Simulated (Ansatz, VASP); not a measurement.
**WSeS in two plane-wave programs**

One calculation is typed for both programs; each brings its own data sets. How far apart do they land? The cell is taken from a series of runs on this material, whose earlier steps may have relaxed, scaled, displaced or heated it; both programs get it as it stands.

Calculated with Ansatz 0.2.0; plane waves, with VASP 6.6.1 beside it; single point at LDA and single point at LDA, spin-orbit coupling.

## Step 1: Set-up

It takes space group P-3m1 (No. 164, trigonal). The conventional cell has a = 3.248 Å, b = 3.248 Å, c = 13.459 Å, α = 90.00°, β = 90.00°, γ = 120.00°. Nearest to W lie 3 S at 2.42 Å and 3 Se at 2.53 Å. Nearest to Se lie 3 W at 2.53 Å. S has 3 W at 2.42 Å nearest. Farther neighbours and most contacts between anions are not listed.

## Step 2: VASP: single point, LDA

With cell and atoms fixed, the geometry can't cause a difference; cores, projectors, grids and the points listed under the comparison can.

Lines of VASP's logs that name or quote its potential files are left out, and so is its time.

The input, INCAR:

```
SYSTEM = WSeS
PREC = Accurate
ENCUT = 600
EDIFF = 1E-06
NELM = 120
ISMEAR = -1
SIGMA = 0.02
LREAL = .FALSE.
ALGO = Normal
GGA = CA
NBANDS = 24
LASPH = .TRUE.
LORBIT = 11
LWAVE = .FALSE.
LCHARG = .FALSE.
ISIF = 2
GGA_COMPAT = .FALSE.
EFERMI = MIDGAP
KPAR = 2
```

The input, POSCAR:

```
WSeS
1.0
    3.2481130316      0.0000000000      0.0000000000
   -1.6240565158      2.8129483997      0.0000000000
    0.0000000000      0.0000000000     13.4587627587
W Se S
2 2 2
Direct
    0.3333333300      0.6666666700      0.2568466400
    0.6666666700      0.3333333300      0.7431533600
    0.3333333300      0.6666666700      0.8692758900
    0.6666666700      0.3333333300      0.1307241100
    0.6666666700      0.3333333300      0.3702379300
    0.3333333300      0.6666666700      0.6297620700
```

The input, KPOINTS:

```
Automatic mesh
0
Gamma
12 12 2
0 0 0
```

The projector-augmented-wave data sets are W, Se and S (LDA family, release 64).

Started as:

```bash
mpirun -np 2 vasp_std
```

Numbers of over 12 decimals in the logs are rounded to 6 here.

The log of the run:

```text
[banner, memory and clock lines left out]
running    2 mpi-ranks, on    1 nodes
 distrk:  each k-point on    1 cores,    2 groups
 distr:  one band on    1 cores,    1 groups

 POSCAR found type information on POSCAR W SeS
 POSCAR found :  3 types and       6 ions
 LDA part: xc-table for (Slater(with rela. corr.)+CA(PZ))
 , standard interpolation
 POSCAR, INCAR and KPOINTS ok, starting setup
 FFT: planning ... GRIDC
 FFT: planning ... GRID_SOFT
 FFT: planning ... GRID
 WAVECAR not read
 entering main loop
       N       E                     dE             d eps       ncg     rms          rms(c)
DAV:   1     0.196951075995E+03    0.19695E+03   -0.17045E+04  1824   0.146E+03
DAV:   2    -0.364578189304E+02   -0.23341E+03   -0.22397E+03  2464   0.269E+02
DAV:   3    -0.526864827441E+02   -0.16229E+02   -0.16107E+02  2440   0.700E+01
DAV:   4    -0.530122979098E+02   -0.32582E+00   -0.32488E+00  2472   0.108E+01
DAV:   5    -0.530212708212E+02   -0.89729E-02   -0.89676E-02  2472   0.158E+00    0.344E+01
DAV:   6    -0.509228020302E+02    0.20985E+01   -0.98473E+00  2640   0.153E+01    0.143E+01
DAV:   7    -0.506459934602E+02    0.27681E+00   -0.38528E+00  2432   0.104E+01    0.779E+00
DAV:   8    -0.504767101006E+02    0.16928E+00   -0.56493E-01  2520   0.455E+00    0.134E+00
DAV:   9    -0.504737662434E+02    0.29439E-02   -0.62392E-02  2568   0.132E+00    0.498E-01
DAV:  10    -0.504719682755E+02    0.17980E-02   -0.12697E-02  2568   0.610E-01    0.226E-01
DAV:  11    -0.504717464721E+02    0.22180E-03   -0.23421E-03  2568   0.274E-01    0.623E-02
DAV:  12    -0.504717443268E+02    0.21453E-05   -0.22505E-04  2296   0.891E-02    0.750E-02
DAV:  13    -0.504717408478E+02    0.34790E-05   -0.16204E-05  2376   0.228E-02    0.318E-02
DAV:  14    -0.504717378281E+02    0.30197E-05   -0.16777E-05  2512   0.195E-02    0.388E-03
DAV:  15    -0.504717378294E+02   -0.13342E-08   -0.15037E-06  1608   0.713E-03
   1 F= -.50471738E+02 E0= -.50471738E+02  d E =-.975779E-13
```

Parts of OUTCAR (step 2):

```text
ion  position               nearest neighbor table
   1  0.333  0.667  0.257-   5 2.42   5 2.42   5 2.42   4 2.53   4 2.53   4 2.53
   2  0.667  0.333  0.743-   6 2.42   6 2.42   6 2.42   3 2.53   3 2.53   3 2.53
   3  0.333  0.667  0.869-   2 2.53   2 2.53   2 2.53
   4  0.667  0.333  0.131-   1 2.53   1 2.53   1 2.53
   5  0.667  0.333  0.370-   1 2.42   1 2.42   1 2.42
   6  0.333  0.667  0.630-   2 2.42   2 2.42   2 2.42

  LATTYP: Found a hexagonal cell.
 ALAT       =     3.2481130316
 C/A-ratio  =     4.1435635484

 Subroutine GETGRP returns: Found 12 space group operations
 (whereof 12 operations were pure point group operations)

The static configuration has the point symmetry D_3d.

 Found     38 irreducible k-points:

   k-points           NKPTS =     38   k-points in BZ     NKDIM =     38   number of bands    NBANDS=     24

   dimension x,y,z NGX =    28 NGY =   28 NGZ =  108
   dimension x,y,z NGXF=    56 NGYF=   56 NGZF=  216

   ENCUT  =  600.0 eV  44.10 Ry    6.64 a.u.   6.49  6.49 26.88*2*pi/ulx,y,z

   NELECT =      36.0000    total number of electrons

 k-points in reciprocal lattice and weights: Automatic mesh
   0.00000000  0.00000000  0.00000000       0.003
   0.08333333  0.00000000  0.00000000       0.021
   0.16666667  0.00000000  0.00000000       0.021
   0.25000000  0.00000000  0.00000000       0.021
   0.33333333  0.00000000  0.00000000       0.021
   0.41666667  0.00000000  0.00000000       0.021
   0.50000000  0.00000000  0.00000000       0.010
   0.08333333  0.08333333  0.00000000       0.021
   0.16666667  0.08333333  0.00000000       0.042
[...]
0.33333333  0.25000000  0.50000000       0.042
   0.33333333  0.33333333  0.50000000       0.007

 average (electrostatic) potential at core
       1 -41.5332       2 -41.5332       3 -59.8036       4 -59.8036       5 -87.3346
       6 -87.3346

 E-fermi :   5.4191

 k-point     1 :       0.0000    0.0000    0.0000
  band No.  band energies     occupation
    ...
     14       3.1403      2.00000
     15       3.1403      2.00000
     16       3.2044      2.00000
     17       4.0231      2.00000
     18       4.8925      2.00000
     19       7.3698      0.00000
     20       7.3698      0.00000
     21       7.3849      0.00000
     22       7.3849      0.00000
     23       7.6035      0.00000
    ...

 k-point     2 :       0.0833    0.0000    0.0000
  band No.  band energies     occupation
    ...
     14       2.9902      2.00000
     15       3.0697      2.00000
     16       3.5426      2.00000
     17       4.0366      2.00000
     18       4.7431      2.00000
     19       7.1732      0.00000
     20       7.2141      0.00000
     21       7.2671      0.00000
     22       7.4006      0.00000
     23       7.4220      0.00000
    ...

 k-point     3 :       0.1667    0.0000    0.0000
  band No.  band energies     occupation
    ...
     14       2.7219      2.00000
     15       2.8591      2.00000
     16       3.4980      2.00000
     17       3.9540      2.00000
     18       4.2864      2.00000
     19       6.4688      0.00000
     20       7.0053      0.00000
     21       7.0841      0.00000
     22       7.1526      0.00000
     23       7.2653      0.00000
    ...

  Total       -4.6282047     -4.6282047     -3.3037004      0.0000000      0.0000000      0.0000000
  in kB      -60.3010825    -60.3010825    -43.0440579      0.0000000      0.0000000      0.0000000
  external PRESSURE =     -54.5487410 kB  Pullay stress =       0.0000000 kB

  energy-cutoff  :      600.00
  volume of cell :      122.97
      direct lattice vectors                 reciprocal lattice vectors
     3.248113032  0.000000000  0.000000000     0.307871059  0.177749439  0.000000000
    -1.624056516  2.812948400  0.000000000     0.000000000  0.355498878  0.000000000
     0.000000000  0.000000000 13.458762759     0.000000000  0.000000000  0.074301035

 POSITION                                       TOTAL-FORCE (eV/Angst)
 -----------------------------------------------------------------------------------
     -0.00000      1.87530      3.45684        -0.000000      0.000000      0.052274
      1.62406      0.93765     10.00192         0.000000     -0.000000     -0.052274
     -0.00000      1.87530     11.69938         0.000000      0.000000     -0.302936
      1.62406      0.93765      1.75938        -0.000000      0.000000      0.302936
      1.62406      0.93765      4.98294        -0.000000      0.000000     -0.357312
     -0.00000      1.87530      8.47582         0.000000     -0.000000      0.357312
 -----------------------------------------------------------------------------------
    total drift:                                0.000000      0.000000      0.000000

  FREE ENERGIE OF THE ION-ELECTRON SYSTEM (eV)
  ---------------------------------------------------
  free  energy   TOTEN  =       -50.4717378294 eV

  energy  without entropy=      -50.4717378294  energy(sigma->0) =      -50.47173783

 total charge
# of ion       s       p       d       tot
------------------------------------------
    1        0.546   0.650   4.218   5.414
    2        0.546   0.650   4.218   5.414
    3        1.480   2.350   0.070   3.900
    4        1.480   2.350   0.070   3.900
    5        1.354   2.339   0.000   3.693
    6        1.354   2.339   0.000   3.693
--------------------------------------------------
tot          6.762  10.678   8.576  26.015

[... 3 further parts left out ...]
```

This run has no spin polarisation, so a moment on W, if there is one, isn't seen.

## Step 3: Ansatz: single point, LDA

Ansatz runs on its PAW soft_1 files.

The same cell, functional (in two slightly different forms), mesh and smearing now go to Ansatz, which takes its cutoff from its data sets.

The input, input.yaml:

```yaml
crystal:
  lattice:
    - [3.2481130316, 0.0, 0.0]
    - [-1.6240565158, 2.8129483997, 0.0]
    - [0.0, 0.0, 13.4587627587]
  atoms:
    - { symbol: W, position: [0.33333333, 0.66666667, 0.25684664] }
    - { symbol: W, position: [0.66666667, 0.33333333, 0.74315336] }
    - { symbol: Se, position: [0.33333333, 0.66666667, 0.86927589] }
    - { symbol: Se, position: [0.66666667, 0.33333333, 0.13072411] }
    - { symbol: S, position: [0.66666667, 0.33333333, 0.37023793] }
    - { symbol: S, position: [0.33333333, 0.66666667, 0.62976207] }
kpoints:
  mp_grid: { grid: [12, 12, 2] }
  band_path:
    path:
      - [[0.0, 0.0, 0.0], [0.5, 0.0, 0.0], [0.33333333, 0.33333333, 0.0], [0.0, 0.0, 0.0], [0.0, 0.0, 0.5], [0.5, 0.0, 0.5], [0.33333333, 0.33333333, 0.5], [0.0, 0.0, 0.5]]
      - [[0.5, 0.0, 0.5], [0.5, 0.0, 0.0]]
      - [[0.33333333, 0.33333333, 0.5], [0.33333333, 0.33333333, 0.0]]
    npoints: 10
hamiltonian:
  xc: lda
  pseudopotentials: { kind: paw, azcp: { folder: soft_1 }, xc_functional: pbe }
scf:
  occupations: { method: fermi_dirac, width: 0.02 }
  n_extra_bands: 6
output:
  eigenvalues: true
  forces: true
  stress: true
  write_density: true
  write_potential: true
  elf: true
  volumetric_format: npy
```

Started as:

```bash
ansatz run input.yaml --threads 4 --pin off --max-ram 138240MiB --backend cuda --events-out ev --progress --plain --runs-dir out --devices 1 --max-vram 26GiB
```

The log of the run:

```text
scf.n_extra_bands = 6 over 36 filled bands (N_el = 72.0): the run solves 42 bands
GPUs: using 1 of 1 available (devices: 1).
Engine: ansatz 0.2.0, x86_64-unknown-linux-gnu
Pseudopotentials: kind: paw
Pseudopotential: W, paw, valence charge 14, recommended cutoff 420 eV (normal), soft_1/W.paw.azcp
Pseudopotential: Se, paw, valence charge 16, recommended cutoff 420 eV (normal), soft_1/Se.paw.azcp
Pseudopotential: S, paw, valence charge 6, recommended cutoff 420 eV (normal), soft_1/S.paw.azcp
Functional definition: SPW92
  exchange = slater_x
  correlation = pw_c
device memory: the entry about to start is reckoned to put 3.4 GiB on a device that reports 56.3 GiB free (of which the cap on the GPU budget leaves the run 26.0 GiB)
GPU FFT provider: cuFFT
GPU libraries: cuBLAS 13.8.2, cuFFT 12.4.0, cuSOLVER 12.3.4
Crystal: 6 atoms, lattice volume = 122.970 Å³
Basis set: ecut = 420 eV, 2457 PW (Γ)
Bands: 42, of which v1, the nominal top of the filled ones, is band 36 counted from 1 (35 counted from 0)
Symmetry: 12 space group operations
Space group: P-3m1 (ITA 164), of the structure as read, at distance tolerance 5.0e-5 Å
k-points: 38 of 288
Non-local potential: W, projectors of the file, l = 0: 3, l = 1: 2, l = 2: 2, l = 3: 1
Non-local potential: Se, projectors of the file, l = 0: 2, l = 1: 2, l = 2: 3, l = 3: 1
Non-local potential: S, projectors of the file, l = 0: 2, l = 1: 2, l = 2: 1
PAW form: soft (Blöchl's): semilocal exchange-correlation on the pseudo side does not see the compensation charge
PAW frozen core: W, regenerated for the run's functional, and the local potential with it (the file was generated under x = pbe(κ = 0.804, μ = 0.219515), c = pbe(β = 0.066725))
PAW frozen core: Se, regenerated for the run's functional, and the local potential with it (the file was generated under x = pbe(κ = 0.804, μ = 0.219515), c = pbe(β = 0.066725))
PAW frozen core: S, regenerated for the run's functional, and the local potential with it (the file was generated under x = pbe(κ = 0.804, μ = 0.219515), c = pbe(β = 0.066725))
PAW one-centre angular grid: W, 590 points (default); XC on 64 Gauss nodes
PAW one-centre angular grid: Se, 590 points (default); XC on 64 Gauss nodes
PAW one-centre angular grid: S, 110 points (default); XC on 64 Gauss nodes
Initial density: superposition of atomic densities (chi_scale 0.1, normalization cell, long waves kept (reshape's long-wave potential 0.13 eV rms))
Initial wavefunctions: pseudopotential atomic-orbital guess
GPU buffer pool allocated for 51840 grid points (all kernels)
GPU transforms: local potential and band sums: pruned to the plane-wave sphere, on 24×24×90
Functional: x = slater, c = lda
SCF iter   1: F=—  HF=-32772.542327 eV  |F-HF|=—  |Δ(HF+E_count)|=         —  Δρ=3.63e-2  dr2=5.95e0  ethr=3.10e-3  ⟨swp⟩=7.6  Hψ=6603  notcnv=0
preconditioner: auto → Resta (q_TF=auto, 2.495 Å⁻¹)  ε∞=7.2  [insulator: Δε(μ)=0.875 eV  Ē_g=8.093 eV  σ=0.020 eV  W_gap=1.00  n_scr=40 (ndim 8)  ℏωp=20.1 eV  f_vac=0.062  D(μ)=0.00/eV (n_scr^D=0)  ε∞_Penn≈7.2]
SCF iter   2: F=—  HF=-32771.665407 eV  |F-HF|=—  |Δ(HF+E_count)|=   8.77e-1  Δρ=2.16e-2  dr2=9.10e-1  ethr=3.10e-3  ⟨swp⟩=3.0  Hψ=2547  notcnv=0
SCF iter   3: F=—  HF=-32771.422911 eV  |F-HF|=—  |Δ(HF+E_count)|=   2.42e-1  Δρ=7.95e-3  dr2=2.62e-1  ethr=1.26e-3  ⟨swp⟩=2.4  Hψ=2392  notcnv=0
SCF iter   4: F=—  HF=-32771.369665 eV  |F-HF|=—  |Δ(HF+E_count)|=   5.32e-2  Δρ=2.39e-3  dr2=1.15e-2  ethr=3.64e-4  ⟨swp⟩=3.0  Hψ=2721  notcnv=0
SCF iter   5: F=—  HF=-32771.366867 eV  |F-HF|=—  |Δ(HF+E_count)|=   2.80e-3  Δρ=1.04e-3  dr2=2.77e-3  ethr=1.60e-5  ⟨swp⟩=2.1  Hψ=3120  notcnv=0
SCF iter   6: F=—  HF=-32771.366616 eV  |F-HF|=—  |Δ(HF+E_count)|=   2.50e-4  Δρ=3.68e-4  dr2=2.12e-4  ethr=3.85e-6  ⟨swp⟩=2.0  Hψ=2855  notcnv=0
SCF iter   7: F=—  HF=-32771.366636 eV  |F-HF|=—  |Δ(HF+E_count)|=   1.97e-5  Δρ=1.42e-4  dr2=6.63e-5  ethr=2.94e-7  ⟨swp⟩=2.4  Hψ=2941  notcnv=0
SCF iter   8: F=—  HF=-32771.366804 eV  |F-HF|=—  |Δ(HF+E_count)|=   1.68e-4  Δρ=4.96e-5  dr2=5.04e-6  ethr=9.21e-8  ⟨swp⟩=2.0  Hψ=2801  notcnv=0
SCF iter   9: F=—  HF=-32771.366805 eV  |F-HF|=—  |Δ(HF+E_count)|=   1.65e-6  Δρ=1.56e-5  dr2=5.75e-7  ethr=7.01e-9  ⟨swp⟩=2.1  Hψ=3031  notcnv=0
SCF iter  10: F=-32771.366805 eV  HF=-32771.366805 eV  |F-HF|=4.93e-9  |Δ(HF+E_count)|=   1.09e-7  Δρ=3.54e-6  dr2=1.76e-8  ethr=1.39e-10  ⟨swp⟩=12.2  Hψ=14821  notcnv=0
SCF 1 converged in 10 iterations: F = -32771.366805 eV  dr2 = 1.76e-8
  greatest PAW one-centre occupation: 1.000 electrons in one spin orbital (limit 2), on the Se atom at site 2 (counted from 0), in its partial waves of l = 2
device memory: the entry about to start is reckoned to put 5.5 GiB on a device that reports 55.7 GiB free (of which the cap on the GPU budget leaves the run 26.0 GiB)
NSCF: frozen V_eff on 93 k-points, pencils in batches of 32, up to order 188
SCF converged after 10 iterations
Free energy (F): -32771.366805 eV
Harris-Foulkes:  -32771.366805 eV  (|F-HF|=4.93e-9)
Internal energy: -32771.366805 eV  (E = F + TS)
E sigma→0 (E₀):  -32771.366805 eV
Fermi energy:    11.059567 eV
--- Per-component energies (eV) ---
  E_band       = -1168.798766
  E_kinetic    = 1279.453067
  E_local      = -10873.123195  (includes V_loc(G=0)·N_el)
  E_nonlocal   = -668.198050
  E_hartree    = 5323.578909
  E_xc         = -878.052048
  E_vxc        = -810.645928  (∫ρ·V_xc dr)
  E_paw        = -21894.133207  (= ΣΔE_a)
  E_vpaw       = -743.440122  (= ΣTr[D̂ρ^β])
  E_aug_tail   = -0.000454  (compensation charges beyond the density's cutoff)
  E_ewald      = -5066.199442
  E_core_change = 5.307614  (= ΣΔE_core)
  E_smearing   = -0.000000  (= −TS)
  E_closure    = 0.000000  (closes the sum)
  Σ components = -32771.366805   (vs F -32771.366805, Δ=0.00e0)
--- Forces (eV/Å), atoms counted from 1 ---
  atom   1  W     -0.00000000     0.00000000     0.02256050
  atom   2  W     -0.00000000    -0.00000000    -0.02256050
  atom   3  Se    -0.00000000     0.00000000    -0.31209630
  atom   4  Se     0.00000000    -0.00000000     0.31209630
  atom   5  S     -0.00000000    -0.00000000    -0.33704659
  atom   6  S      0.00000000     0.00000000     0.33704659
  max |Σ_I F_I| component: 5.55e-17 eV/Å
--- Stress (GPa, compression-positive) ---
       -5.877721       0.000000      -0.000000
       -0.000000      -5.877721       0.000000
       -0.000000       0.000000      -4.253876
  P = ⅓ Tr σ = -5.3364 GPa (-53.364 kbar)
--- Band table (eV; the first three rows and the last of 38) ---
  k-point 0: bands = [... 32 lower, 8.7954, 8.8372, 9.6851, 10.5556, 13.0184, 13.0184, 13.0320, 13.0320, ... 2 higher]
  k-point 1: bands = [... 32 lower, 8.7884, 8.7884, 10.0759, 10.4426, 13.0165, 13.0165, 13.0316, 13.0316, ... 2 higher]
  k-point 2: bands = [... 32 lower, 8.7209, 9.1799, 9.6985, 10.4055, 12.8094, 12.8644, 12.9107, 13.0484, ... 2 higher]
  k-point 37: bands = [... 32 lower, 7.8327, 7.8327, 10.0434, 10.1050, 11.7501, 11.7501, 13.0983, 13.2140, ... 2 higher]
```

## Step 4: Side by side

Known differences besides the potentials themselves: the two LDA forms differ slightly; the data sets hold 72 valence electrons in Ansatz (on its PAW soft_1 files) and 36 in VASP; the cutoff is 420 eV in Ansatz and 600 eV in VASP; VASP's log shows a relativistic correction to its local exchange, Ansatz's none. Total energies have different zeros and are not compared.

Both answers:

```tsv
quantity	Ansatz	VASP	difference
pressure (GPa)	-5.34	-5.45	+0.12
gap on the k mesh (eV)	1.044	1.053	-0.010
```

Forces (eV/Å; atoms numbered as in POSCAR):

```tsv
atom	Ansatz x, y, z	VASP x, y, z
W1	0.000, 0.000, 0.023	0.000, 0.000, 0.052
W2	0.000, 0.000, -0.023	0.000, 0.000, -0.052
Se3	0.000, 0.000, -0.312	0.000, 0.000, -0.303
Se4	0.000, 0.000, 0.312	0.000, 0.000, 0.303
S5	0.000, 0.000, -0.337	0.000, 0.000, -0.357
S6	0.000, 0.000, 0.337	0.000, 0.000, 0.357
```

The forces differ by 12 meV/Å r.m.s., which is 7.9 % of the r.m.s. force of 0.157 eV/Å (both taken over all components). A gap on the mesh is an upper bound, since the band edges may lie between its points; neither run holds spin-orbit coupling, which can move the band edges of a compound of W.

[end of part 1 of 2]

[Lines on the potential files, build, host, timing and source positions are cut from VASP's logs without a mark.]

[Logs are printed without paths, hosts, clocks, repeated set-up lines and the standing remarks that a program may print on its own settings, such as how far it seeks lower states.]

[Hosts, paths, dates, database ids (printed as entryN), source tags and the programs' standing remarks are cut or masked in the printed files.]
